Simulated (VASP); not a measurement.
```yaml
crystal:
  lattice:
    - [0.00000, 2.65288, 2.65288]
    - [2.65288, 0.00000, 2.65288]
    - [2.65288, 2.65288, 0.00000]
  atoms:
    - { symbol: Ru, position: [0.00000, 0.00000, 0.00000] }
    - { symbol: Sb, position: [0.50000, 0.50000, 0.50000] }
```

Method: PBEsol GGA, VASP's PBE PAW potentials (set 64) (plane waves; VASP). Run with 400 eV cut-off, Gaussian smearing of 0.050 eV, potentials Ru_pv Sb.

Question: Give the energies of bands 5 to 12 at the high-symmetry points, in eV from the Fermi level.

Answer: 
| band | Γ | X | U | L | W |
|---|---|---|---|---|---|
| 5 | -2.02 | -4.81 | -4.63 | -6.63 | -4.32 |
| 6 | -2.02 | -3.18 | -4.59 | -3.99 | -4.32 |
| 7 | -2.02 | -1.22 | -3.15 | -3.99 | -4.09 |
| 8 | -1.76 | -1.16 | -1.33 | -0.93 | -0.46 |
| 9 | -1.76 | -1.16 | -0.70 | -0.93 | -0.32 |
| 10 | 1.85 | -0.46 | 0.00 | -0.12 | -0.32 |
| 11 | 1.85 | -0.46 | 0.70 | 4.67 | 0.11 |
| 12 | 1.85 | 0.81 | 1.78 | 6.20 | 0.85 |

It has no gap at this level: it comes out as a metal or semimetal.

The structure was generated: RuSb was put into the rock salt type (Fm-3m), which need not be its known phase. It was relaxed first, which changed the volume by -36 %. The electron count is odd and the run is not spin-polarised, which forces a metal.
